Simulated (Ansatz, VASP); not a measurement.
# BN: VASP beside Ansatz

One calculation is typed for both programs; each brings its own data sets. How far apart do they land? The cell is taken from a series of runs on this material, whose earlier steps may have relaxed, scaled, displaced or heated it; both programs get it as it stands.

Main program and level: Ansatz 0.2.0; plane waves, with VASP 6.6.1 beside it; zone-centre phonons at PBE.

## (1) Starting point

Symmetry: P6_3/mmc, No. 194, hexagonal system. Conventional cell: a = 2.512 Å, b = 2.512 Å, c = 8.495 Å, α = 90.00°, β = 90.00°, γ = 120.00°. Nearest to B lie 3 N at 1.45 Å. Nearest to N lie 3 B at 1.45 Å. Farther neighbours and most contacts between anions are not listed.

## (2) VASP: zone-centre phonons, PBE

Second derivatives magnify differences that forces hide, and they need a tight electronic threshold.

Lines of VASP's logs that name or quote its potential files are left out, and so is its time.

INCAR

```
SYSTEM = BN
PREC = Accurate
ENCUT = 600
EDIFF = 1E-08
NELM = 120
ISMEAR = -1
SIGMA = 0.026
LREAL = .FALSE.
ALGO = Normal
GGA = PE
NELECT = 15.84
NBANDS = 13
LORBIT = 11
LWAVE = .FALSE.
LCHARG = .FALSE.
ISIF = 2
IBRION = 8
LASPH = .TRUE.
GGA_COMPAT = .FALSE.
KPAR = 2
```

POSCAR

```
BN
1.0
    2.5121538151      0.0000000000      0.0000000000
   -1.2560769076      2.1755890220      0.0000000000
    0.0000000000      0.0000000000      8.4946775513
B N
2 2
Direct
    0.3333333333      0.6666666667      0.2500000000
    0.6666666667      0.3333333333      0.7500000000
    0.3333333333      0.6666666667      0.7500000000
    0.6666666667      0.3333333333      0.2500000000
```

KPOINTS

```
Automatic mesh
0
Gamma
15 15 4
0 0 0
```

Potentials, in the order of the species: B and N (PBE family, release 64).

Run with:

```bash
> mpirun -np 2 vasp_std
```

Numbers of over 12 decimals in the logs are rounded to 6 here.

The log of the run:

```text
[banner, memory and clock lines left out]
running    2 mpi-ranks, on    1 nodes
 distrk:  each k-point on    1 cores,    2 groups
 distr:  one band on    1 cores,    1 groups

 POSCAR found type information on POSCAR B N
 POSCAR found :  2 types and       4 ions
 LDA part: xc-table for (Slater+PW92), standard interpolation
 POSCAR, INCAR and KPOINTS ok, starting setup
 FFT: planning ... GRIDC
 FFT: planning ... GRID_SOFT
 FFT: planning ... GRID
 WAVECAR not read
 entering main loop
       N       E                     dE             d eps       ncg     rms          rms(c)
DAV:   1     0.788284533695E+02    0.78828E+02   -0.79453E+03  2114   0.114E+03
DAV:   2    -0.322321447705E+02   -0.11106E+03   -0.99165E+02  2982   0.269E+02
DAV:   3    -0.384106934697E+02   -0.61785E+01   -0.61048E+01  2771   0.669E+01
DAV:   4    -0.384939805887E+02   -0.83287E-01   -0.83226E-01  2614   0.826E+00
DAV:   5    -0.384954397074E+02   -0.14591E-02   -0.14586E-02  2791   0.107E+00BRMIX: very serious problems
 the old and the new charge density differ
 old charge density:    16.00000 new   15.84000
BRMIX: very serious problems
 the old and the new charge density differ
 old charge density:    16.00000 new   15.84000
    0.108E+01
DAV:   6    -0.356798264640E+02    0.28156E+01   -0.63902E+00  2556   0.210E+01    0.498E+00
DAV:   7    -0.353591878013E+02    0.32064E+00   -0.50026E-01  2706   0.592E+00    0.301E+00
DAV:   8    -0.352586738875E+02    0.10051E+00   -0.31348E-01  2711   0.395E+00    0.436E-01
DAV:   9    -0.352567239406E+02    0.19499E-02   -0.14820E-02  2531   0.105E+00    0.184E-01
DAV:  10    -0.352580582207E+02   -0.13343E-02   -0.13130E-03  2391   0.338E-01    0.395E-02
DAV:  11    -0.352582091286E+02   -0.15091E-03   -0.18122E-04  2646   0.137E-01    0.299E-02
DAV:  12    -0.352582100898E+02   -0.96118E-06   -0.39810E-05  2506   0.561E-02    0.469E-03
DAV:  13    -0.352582105341E+02   -0.44429E-06   -0.25819E-06  2761   0.136E-02    0.122E-03
DAV:  14    -0.352582106986E+02   -0.16449E-06   -0.19654E-07  2511   0.425E-03    0.567E-04
DAV:  15    -0.352582106969E+02    0.16539E-08   -0.22502E-09  2178   0.550E-04
   1 F= -.35258211E+02 E0= -.35256848E+02  d E =-.272568E-02
 Linear response reoptimize wavefunctions to high precision
DAV:   1    -0.352582106937E+02    0.32510E-08   -0.22952E-09  2263   0.407E-04
DAV:   2    -0.352582106937E+02   -0.12960E-10   -0.16309E-10  1658   0.164E-04
 Linear response DOF=           4
 Linear response progress:
  Degree of freedom:   1/  4
       N       E                     dE             d eps       ncg     rms          rms(c)
RMM:   1    -0.513644973572E-01   -0.51364E-01   -0.36584E-02 20071   0.171E+00
RMM:   2    -0.413421141064E-01    0.10022E-01   -0.52403E-03 14753   0.434E-01    0.204E-01
RMM:   3    -0.404682609423E-01    0.87385E-03    0.36721E-03 14826   0.142E-01    0.113E-01
RMM:   4    -0.407838346321E-01   -0.31557E-03    0.36460E-03 14390   0.146E-01    0.125E-02
RMM:   5    -0.411795385399E-01   -0.39570E-03   -0.13456E-04 15696   0.220E-02    0.222E-03
RMM:   6    -0.411666292649E-01    0.12909E-04   -0.25154E-05 16139   0.311E-03    0.255E-03
RMM:   7    -0.411632258779E-01    0.34034E-05   -0.27287E-05 15557   0.147E-03    0.744E-04
RMM:   8    -0.411576612434E-01    0.55646E-05   -0.22770E-05 15377   0.149E-03    0.886E-05
RMM:   9    -0.411574709260E-01    0.19032E-06   -0.33710E-06 16536   0.233E-04    0.579E-05
RMM:  10    -0.411574568265E-01    0.14100E-07   -0.82822E-07 15845   0.162E-04    0.163E-05
RMM:  11    -0.411574528709E-01    0.39556E-08   -0.11699E-06 16987   0.881E-05    0.486E-06
RMM:  12    -0.411574627303E-01   -0.98594E-08   -0.11362E-06 16649   0.758E-05    0.134E-06
RMM:  13    -0.411574481458E-01    0.14585E-07   -0.11417E-06 15988   0.683E-05    0.772E-07
RMM:  14    -0.411574364864E-01    0.11659E-07   -0.87330E-07 14065   0.671E-05    0.142E-07
RMM:  15    -0.411574235745E-01    0.12912E-07   -0.77088E-07 11822   0.662E-05    0.409E-08
 first order change of Fermi-energy  -0.10366E-03
 force on displaced ion       1 direction 1 : -40.599   0.002   0.000
 Linear response progress:
  Degree of freedom:   2/  4
       N       E                     dE             d eps       ncg     rms          rms(c)
RMM:   1    -0.490980981078E-01   -0.49098E-01    0.37074E-02  5145   0.136E+00
RMM:   2    -0.496028426251E-01   -0.50474E-03   -0.93443E-04  4333   0.228E-01    0.141E-01
RMM:   3    -0.492727909139E-01    0.33005E-03   -0.82233E-05  4659   0.620E-02    0.848E-02
RMM:   4    -0.490368747425E-01    0.23592E-03   -0.10240E-04  4428   0.705E-02    0.120E-02
RMM:   5    -0.489856546992E-01    0.51220E-04   -0.87396E-06  4834   0.175E-02    0.140E-02
RMM:   6    -0.489162907121E-01    0.69364E-04   -0.84659E-06  4604   0.170E-02    0.259E-03
RMM:   7    -0.489090625409E-01    0.72282E-05   -0.16273E-06  4619   0.713E-03    0.950E-04
RMM:   8    -0.489159536723E-01   -0.68911E-05   -0.40311E-07  4531   0.216E-03    0.435E-04
RMM:   9    -0.489209304026E-01   -0.49767E-05   -0.15447E-07  4681   0.107E-03    0.680E-05
RMM:  10    -0.489212465467E-01   -0.31614E-06   -0.12626E-08  4955   0.240E-04    0.311E-05
RMM:  11    -0.489213031244E-01   -0.56578E-07    0.12546E-08  4944   0.120E-04    0.851E-06
RMM:  12    -0.489213128198E-01   -0.96954E-08   -0.10502E-09  5006   0.837E-05    0.204E-06
 first order change of Fermi-energy   0.22209E-04
 force on displaced ion       1 direction 3 :  -0.000   0.000 -14.121
 Linear response progress:
  Degree of freedom:   3/  4
       N       E                     dE             d eps       ncg     rms          rms(c)
RMM:   1    -0.236994038920E+00   -0.23699E+00    0.17914E-01 17033   0.357E+00
RMM:   2    -0.232062191477E+00    0.49318E-02   -0.63454E-03 14391   0.630E-01    0.266E-01
RMM:   3    -0.233033612796E+00   -0.97142E-03   -0.84280E-04 13856   0.240E-01    0.144E-01
RMM:   4    -0.235558769254E+00   -0.25252E-02   -0.93648E-04 13134   0.222E-01    0.254E-02
RMM:   5    -0.235603384694E+00   -0.44615E-04   -0.25214E-04 15869   0.458E-02    0.238E-03
RMM:   6    -0.235581510029E+00    0.21875E-04   -0.11659E-05 16321   0.555E-03    0.325E-03
RMM:   7    -0.235578223115E+00    0.32869E-05   -0.35226E-06 15650   0.202E-03    0.950E-04
RMM:   8    -0.235569653274E+00    0.85698E-05   -0.13309E-05 15705   0.131E-03    0.209E-04
RMM:   9    -0.235573175735E+00   -0.35225E-05    0.34832E-06 15093   0.492E-04    0.444E-05
RMM:  10    -0.235573797494E+00   -0.62176E-06    0.63119E-06 16390   0.290E-04    0.136E-05
RMM:  11    -0.235573529878E+00    0.26762E-06    0.13019E-05 17033   0.189E-04    0.826E-06
RMM:  12    -0.235573472607E+00    0.57271E-07    0.11085E-05 16724   0.184E-04    0.136E-06
RMM:  13    -0.235573532882E+00   -0.60275E-07    0.11394E-05 16405   0.174E-04    0.950E-07
RMM:  14    -0.235573552986E+00   -0.20104E-07    0.11147E-05 14091   0.172E-04    0.225E-07
RMM:  15    -0.235573560515E+00   -0.75286E-08    0.10939E-05 12513   0.172E-04    0.492E-08
 first order change of Fermi-energy   0.13646E-03
 force on displaced ion       3 direction 1 : -40.583   0.002   0.000
 Linear response progress:
  Degree of freedom:   4/  4
       N       E                     dE             d eps       ncg     rms          rms(c)
RMM:   1    -0.269453281647E+00   -0.26945E+00    0.16213E-01  4677   0.319E+00
RMM:   2    -0.270552214314E+00   -0.10989E-02   -0.27900E-03  4070   0.390E-01    0.198E-01
RMM:   3    -0.270717873559E+00   -0.16566E-03   -0.16176E-03  4197   0.257E-01    0.898E-02
RMM:   4    -0.271639149030E+00   -0.92128E-03   -0.83917E-04  4187   0.174E-01    0.169E-02
RMM:   5    -0.271575323379E+00    0.63826E-04   -0.18797E-05  4719   0.330E-02    0.150E-02
RMM:   6    -0.271447047504E+00    0.12828E-03   -0.25631E-06  4504   0.135E-02    0.162E-03
RMM:   7    -0.271465024214E+00   -0.17977E-04   -0.30247E-07  4411   0.390E-03    0.592E-04
RMM:   8    -0.271463524176E+00    0.15000E-05   -0.95907E-08  4575   0.244E-03    0.200E-04
RMM:   9    -0.271462077997E+00    0.14462E-05    0.84531E-09  4856   0.552E-04    0.816E-05
RMM:  10    -0.271462023747E+00    0.54250E-07    0.96514E-08  4747   0.341E-04    0.186E-05
RMM:  11    -0.271461946622E+00    0.77125E-07    0.13272E-07  5045   0.140E-04    0.306E-06
RMM:  12    -0.271461928297E+00    0.18324E-07    0.28960E-08  4891   0.112E-04    0.135E-06
RMM:  13    -0.271461919816E+00    0.84816E-08    0.16672E-08  4721   0.107E-04    0.607E-07
 first order change of Fermi-energy   0.15821E-04
 force on displaced ion       3 direction 3 :  -0.000   0.000 -13.971
 Linear response finished
```

OUTCAR, selected parts (step 2):

```text
NELECT = 15.84

 ion  position               nearest neighbor table
   1  0.333  0.667  0.250-   4 1.45   4 1.45   4 1.45
   2  0.667  0.333  0.750-   3 1.45   3 1.45   3 1.45
   3  0.333  0.667  0.750-   2 1.45   2 1.45   2 1.45
   4  0.667  0.333  0.250-   1 1.45   1 1.45   1 1.45

  LATTYP: Found a hexagonal cell.
 ALAT       =     2.5121538151
 C/A-ratio  =     3.3814321003

 Subroutine GETGRP returns: Found 24 space group operations
 (whereof 12 operations were pure point group operations)

The static configuration has the point symmetry D_3d.
 The point group associated with its full space group is D_6h.

 Found     81 irreducible k-points:

   k-points           NKPTS =     81   k-points in BZ     NKDIM =     81   number of bands    NBANDS=     13

   dimension x,y,z NGX =    20 NGY =   20 NGZ =   70
   dimension x,y,z NGXF=    40 NGYF=   40 NGZF=  140

   ENCUT  =  600.0 eV  44.10 Ry    6.64 a.u.   5.02  5.02 16.97*2*pi/ulx,y,z

 k-points in reciprocal lattice and weights: Automatic mesh
   0.00000000  0.00000000  0.00000000       0.001
   0.06666667  0.00000000  0.00000000       0.007
   0.13333333  0.00000000  0.00000000       0.007
   0.20000000 -0.00000000  0.00000000       0.007
   0.26666667  0.00000000  0.00000000       0.007
   0.33333333  0.00000000  0.00000000       0.007
   0.40000000  0.00000000  0.00000000       0.007
   0.46666667  0.00000000  0.00000000       0.007
   0.06666667  0.06666667  0.00000000       0.007
[...]
0.33333333  0.26666667  0.50000000       0.013
   0.33333333  0.33333333  0.50000000       0.002

 average (electrostatic) potential at core
       1 -30.9455       2 -30.9455       3 -67.0007       4 -67.0007

  Total       -0.8146745     -0.8146745     -1.1146724      0.0000000      0.0000000      0.0000000
  in kB      -28.1141341    -28.1141341    -38.4669579      0.0000000      0.0000000      0.0000000
  external PRESSURE =     -31.5650754 kB  Pullay stress =       0.0000000 kB

  energy-cutoff  :      600.00
  volume of cell :       46.43
      direct lattice vectors                 reciprocal lattice vectors
     2.512153815  0.000000000  0.000000000     0.398064798  0.229822818  0.000000000
    -1.256076908  2.175589022  0.000000000     0.000000000  0.459645636  0.000000000
     0.000000000  0.000000000  8.494677551     0.000000000  0.000000000  0.117720772

 POSITION                                       TOTAL-FORCE (eV/Angst)
 -----------------------------------------------------------------------------------
     -0.00000      1.45039      2.12367         0.000000      0.000000      0.000000
      1.25608      0.72520      6.37101        -0.000000     -0.000000      0.000000
     -0.00000      1.45039      6.37101        -0.000000      0.000000      0.000000
      1.25608      0.72520      2.12367         0.000000      0.000000      0.000000
 -----------------------------------------------------------------------------------
    total drift:                               -0.000000      0.000000      0.000000

 Eigenvectors and eigenvalues of the dynamical matrix
 ----------------------------------------------------

   1 f  =   40.373616 THz   253.674913 2PiTHz 1346.718881 cm-1   166.971786 meV
             X         Y         Z           dx          dy          dz
     -0.000000  1.450393  2.123669     0.514537   -0.132563   -0.000000
      1.256077  0.725196  6.371008    -0.514537    0.132563   -0.000000
     -0.000000  1.450393  6.371008     0.451807   -0.116402    0.000000
      1.256077  0.725196  2.123669    -0.451807    0.116402   -0.000000

   2 f  =   40.373616 THz   253.674913 2PiTHz 1346.718881 cm-1   166.971786 meV
             X         Y         Z           dx          dy          dz
     -0.000000  1.450393  2.123669    -0.132563   -0.514537   -0.000000
      1.256077  0.725196  6.371008     0.132563    0.514537    0.000000
     -0.000000  1.450393  6.371008    -0.116402   -0.451807   -0.000000
      1.256077  0.725196  2.123669     0.116402    0.451807    0.000000

   3 f  =   40.282185 THz   253.100430 2PiTHz 1343.669045 cm-1   166.593654 meV
             X         Y         Z           dx          dy          dz
     -0.000000  1.450393  2.123669     0.514286   -0.132498   -0.000000
      1.256077  0.725196  6.371008     0.514286   -0.132498   -0.000000
     -0.000000  1.450393  6.371008    -0.452092    0.116475    0.000000
      1.256077  0.725196  2.123669    -0.452092    0.116475    0.000000

   4 f  =   40.282185 THz   253.100430 2PiTHz 1343.669045 cm-1   166.593654 meV
             X         Y         Z           dx          dy          dz
     -0.000000  1.450393  2.123669     0.132498    0.514286    0.000000
      1.256077  0.725196  6.371008     0.132498    0.514286    0.000000
     -0.000000  1.450393  6.371008    -0.116475   -0.452092    0.000000
      1.256077  0.725196  2.123669    -0.116475   -0.452092   -0.000000

   5 f  =   24.107580 THz   151.472394 2PiTHz  804.142318 cm-1    99.700896 meV
             X         Y         Z           dx          dy          dz
     -0.000000  1.450393  2.123669    -0.000000   -0.000000    0.533560
      1.256077  0.725196  6.371008    -0.000000   -0.000000   -0.533560
     -0.000000  1.450393  6.371008     0.000000    0.000000    0.464019
      1.256077  0.725196  2.123669    -0.000000   -0.000000   -0.464019

   6 f  =   23.337317 THz   146.632687 2PiTHz  778.449104 cm-1    96.515345 meV
             X         Y         Z           dx          dy          dz
     -0.000000  1.450393  2.123669    -0.000000    0.000000   -0.531213
      1.256077  0.725196  6.371008    -0.000000   -0.000000   -0.531213
     -0.000000  1.450393  6.371008     0.000000    0.000000    0.466704
      1.256077  0.725196  2.123669    -0.000000    0.000000    0.466704

   7 f  =    0.649031 THz     4.077983 2PiTHz   21.649347 cm-1     2.684176 meV
             X         Y         Z           dx          dy          dz
     -0.000000  1.450393  2.123669    -0.000000   -0.000000    0.464019
      1.256077  0.725196  6.371008    -0.000000   -0.000000   -0.464019
     -0.000000  1.450393  6.371008    -0.000000   -0.000000   -0.533560
      1.256077  0.725196  2.123669    -0.000000   -0.000000    0.533560

   8 f/i=    0.002168 THz     0.013621 2PiTHz    0.072312 cm-1     0.008966 meV
             X         Y         Z           dx          dy          dz
     -0.000000  1.450393  2.123669    -0.000000    0.000000   -0.466704
      1.256077  0.725196  6.371008    -0.000000    0.000000   -0.466704
     -0.000000  1.450393  6.371008    -0.000000    0.000000   -0.531213
      1.256077  0.725196  2.123669    -0.000000    0.000000   -0.531213

   9 f/i=    0.007769 THz     0.048816 2PiTHz    0.259157 cm-1     0.032131 meV
             X         Y         Z           dx          dy          dz
     -0.000000  1.450393  2.123669    -0.435741    0.167583    0.000000
      1.256077  0.725196  6.371008    -0.435741    0.167583    0.000000
     -0.000000  1.450393  6.371008    -0.495685    0.190637    0.000000
      1.256077  0.725196  2.123669    -0.495685    0.190637    0.000000

  10 f/i=    0.007769 THz     0.048816 2PiTHz    0.259157 cm-1     0.032131 meV
             X         Y         Z           dx          dy          dz
     -0.000000  1.450393  2.123669    -0.167583   -0.435741   -0.000000
      1.256077  0.725196  6.371008    -0.167583   -0.435741   -0.000000
     -0.000000  1.450393  6.371008    -0.190637   -0.495685   -0.000000
      1.256077  0.725196  2.123669    -0.190637   -0.495685   -0.000000

  11 f/i=    0.508534 THz     3.195212 2PiTHz   16.962863 cm-1     2.103126 meV
             X         Y         Z           dx          dy          dz
     -0.000000  1.450393  2.123669    -0.121376   -0.450496   -0.000000
      1.256077  0.725196  6.371008     0.121376    0.450496   -0.000000
     -0.000000  1.450393  6.371008     0.138228    0.513044   -0.000000
      1.256077  0.725196  2.123669    -0.138228   -0.513044   -0.000000

  12 f/i=    0.508534 THz     3.195212 2PiTHz   16.962863 cm-1     2.103126 meV
             X         Y         Z           dx          dy          dz
     -0.000000  1.450393  2.123669    -0.450496    0.121376    0.000000
      1.256077  0.725196  6.371008     0.450496   -0.121376    0.000000
     -0.000000  1.450393  6.371008     0.513044   -0.138228    0.000000
      1.256077  0.725196  2.123669    -0.513044    0.138228    0.000000

 ELASTIC MODULI CONTR FROM IONIC RELAXATION (kBar)
 Direction    XX          YY          ZZ          XY          YZ          ZX
 --------------------------------------------------------------------------------
 XX        -220.4420    220.4420      0.0000      0.0000      0.0000     -0.0000
 YY         220.4420   -220.4420     -0.0000      0.0000     -0.0000      0.0000
 ZZ           0.0000     -0.0000     -0.0000     -0.0000      0.0000     -0.0000
 XY           0.0000      0.0000     -0.0000   -220.4420     -0.0000      0.0000
 YZ           0.0000     -0.0000      0.0000     -0.0000     -0.0000      0.0000
 ZX          -0.0000      0.0000     -0.0000      0.0000      0.0000     -0.0000
 --------------------------------------------------------------------------------
```

The cell is charged against a uniform background.

(Continued in part 2 of 2.)

[Lines on the potential files, build, host, timing and source positions are cut from VASP's logs without a mark.]

[Logs are printed without paths, hosts, clocks, repeated set-up lines and the standing remarks that a program may print on its own settings, such as how far it seeks lower states.]

[Hosts, paths, dates, database ids (printed as entryN), source tags and the programs' standing remarks are cut or masked in the printed files.]
